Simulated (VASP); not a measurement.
Crystal: Ag3S.

```
Ag S
1.0
     3.01768    0.00000    0.00000
    -1.50884    2.61339    0.00000
     0.00000    0.00000    9.37502
Ag S
3 1
Cartesian
  0.0000 0.0000 4.6875
  1.5088 0.8711 2.2295
  1.5088 0.8711 7.1455
  0.0000 0.0000 0.0000
```

The cell was built by a generator and needn't be a form met in nature.

| Quantity | Value |
| --- | --- |
| Program | VASP 6.6.1 |
| Task | relaxation of cell and atoms |
| Functional | PBE |
| Potentials or basis | VASP PAW PBE potentials, release 64 (Ag, S) |
| Cutoff | 600 eV |
| k mesh | 10 × 10 × 3 |
| Occupations | gaussian, width 0.05 eV |
| Spin | no spin polarisation |

At the start: pressure -3.2 GPa; volume 18.48 Å³/atom.

Task: How do energy, volume and symmetry change on relaxing?

Result: Over 12 steps the energy falls by 14.4 meV/atom and the volume is 17.78 Å³/atom (-3.8 %); space group P-6m2 (No. 187, to 0.05 Å).

Step by step:
```csv
step,energy change (eV),largest force (eV/Å),pressure (GPa),volume (Å³)
1,0.0000,0.1269,-3.19,73.93
2,-0.0470,0.1307,1.15,70.05
3,-0.0478,0.1320,0.59,70.49
4,-0.0551,0.0743,0.34,70.76
5,-0.0576,0.0084,0.11,71.05
6,-0.0576,0.0138,0.12,71.03
7,-0.0576,0.0163,0.12,71.02
8,-0.0576,0.0135,-0.07,71.17
9,-0.0576,0.0143,-0.03,71.13
10,-0.0576,0.0151,-0.02,71.12
11,-0.0576,0.0086,-0.01,71.12
12,-0.0577,0.0028,0.00,71.11
```

Final structure:
```
Ag S
1.0
     3.02092    0.00000    0.00000
    -1.51046    2.61619    0.00000
     0.00000    0.00000    8.99811
Ag S
3 1
Cartesian
  0.0000 0.0000 4.4991
  1.5105 0.8721 2.1610
  1.5105 0.8721 6.8371
  0.0000 0.0000 0.0000
```
